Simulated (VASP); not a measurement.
Input:

```xyz
2
Lattice="2.7787 0.0000 0.0000 0.0000 2.7787 0.0000 0.0000 0.0000 2.7787" Properties=species:S:1:pos:R:3 pbc="T T T"
Ga     1.3894     1.3894     1.3894
Co     0.0000     0.0000     0.0000
```

These are AM05 GGA, VASP's PBE PAW potentials (set 64) (plane waves; VASP 6.6.1) values and carry that method's errors. Settings: 520 eV cut-off, 13×13×13 Γ-centred mesh, first-order Methfessel-Paxton smearing of 0.10 eV, potentials Ga_d Co.

Question: Give the stress tensor in GPa (positive for a compressed cell).

Answer: 
```
14.43   0.00   0.00
 0.00  14.43   0.00
 0.00   0.00  14.43
```
The pressure is its mean diagonal, 14.43 GPa.

The compound is CoGa in the CsCl type structure. This cell is one point of a volume scan, at 0.94 of the reference volume. The run is not spin-polarised, so no magnetic state was tried.
